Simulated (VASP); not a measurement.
Consider the following.

```
CsPbCl3
1.0
    5.63852     0.00000     0.00000
    0.00000     5.63852     0.00000
    0.00000     0.00000     5.63852
Cs Pb Cl
1 1 3
Direct
  0.00000   0.00000   0.00000
  0.50000   0.50000   0.50000
  0.50000   0.00000   0.50000
  0.00000   0.50000   0.50000
  0.50000   0.50000   0.00000
```

These are optB86b-vdW, VASP's PBE PAW potentials (set 64) (plane waves; VASP) values and carry that method's errors. Settings: 520 eV cut-off, 5×5×5 Γ-centred mesh, tetrahedra with Blöchl corrections, potentials Cs_sv Pb_d Cl.

Problem. What does the run give for the energy per atom (σ→0)?

Solution. 
energy per atom (σ→0): -1338 meV/atom

The compound is CsPbCl3 in the cubic perovskite structure, the ideal cubic form; the compound distorts at low or room temperature. It was relaxed first.
